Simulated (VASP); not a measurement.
Here is the system:

```
CELL_PARAMETERS angstrom
      2.51218     0.00000     0.00000
      0.00000     2.51218     0.00000
      0.00000     0.00000     2.51218
ATOMIC_POSITIONS crystal
  Ir 0.00000 0.00000 0.00000
```

Computed with PBEsol GGA, VASP's PBE PAW potentials (set 64) (plane waves; VASP). Settings: 400 eV cut-off, 13×13×13 Γ-centred mesh, first-order Methfessel-Paxton smearing of 0.10 eV, potentials Ir.

Energy and stress use the plane-wave basis of the starting cell.

Q: The ions, cell shape and volume are relaxed. Give the cell that the relaxation ends in.

A: 
```
CELL_PARAMETERS angstrom
      2.54304     0.00000     0.00000
      0.00000     2.54304     0.00000
      0.00000     0.00000     2.54304
ATOMIC_POSITIONS crystal
  Ir 0.00000 0.00000 0.00000
```
Space group Pm-3m (221), at a tolerance of 0.03 Å.

Q: How do energy and volume change from the first to the last step?

A: The energy (σ→0) changes by -19.6 meV/atom and the volume by +3.7 %, in 4 ionic steps.

| step | E(σ→0) (eV) | max force (eV/Å) | pressure (GPa) | volume (Å³) |
|---|---|---|---|---|
| 1 | -8.7031 | 0.000 | 11.07 | 15.85 |
| 2 | -8.5480 | 0.000 | -24.26 | 18.50 |
| 3 | -8.7227 | 0.000 | -0.56 | 16.48 |
| 4 | -8.7227 | 0.000 | -0.05 | 16.45 |

The structure was generated: Ir was put into the simple-cubic type (Pm-3m), which need not be its known phase. This run relaxes it. Symmetry was kept, so distortions that lower it aren't found.
